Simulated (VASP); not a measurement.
WC, 2 atoms in the cell. Symmetry: P-6m2, No. 187, hexagonal system. The conventional cell has a = 2.928 Å, b = 2.928 Å, c = 2.845 Å, α = 90.00°, β = 90.00°, γ = 120.00°. Around W (site symmetry -6m2) lie 6 C at 2.21 Å. Around C (site symmetry -6m2) lie 6 W at 2.21 Å. 

```yaml
Program: VASP 6.6.1
Task: relaxation of cell and atoms
Functional: PBE
Potentials_or_basis: VASP PAW PBE potentials, release 64 (W_sv, C)
Cutoff: 520 eV
k_mesh: 6 × 6 × 6
Occupations: gaussian, width 0.1 eV
Spin: no spin polarisation
Further_INCAR_settings: ALGO = Fast; EDIFF = 1e-07; IBRION = 2; EDIFFG = -0.002; NSW = 80; ISIF = 3
```

Potentials or basis: VASP PAW PBE potentials, release 64 (W_sv, C).

Command:

```bash
$ cat potpaw_PBE.64/W_sv/POTCAR potpaw_PBE.64/C/POTCAR > POTCAR
$ mpirun -np 1 vasp_std > vasp.out
```

Hardware: 1 thread of Intel(R) Xeon(R) Platinum 8488C (Sapphire Rapids) (shared host).

Question: How long does it take, and how much memory?

Answer: Run time: 8.9 s on 1 thread of Intel(R) Xeon(R) Platinum 8488C (Sapphire Rapids), with other jobs on the host, peak memory 0.14 GiB. Counts: scf iterations 16, k points 28, ion steps 1.
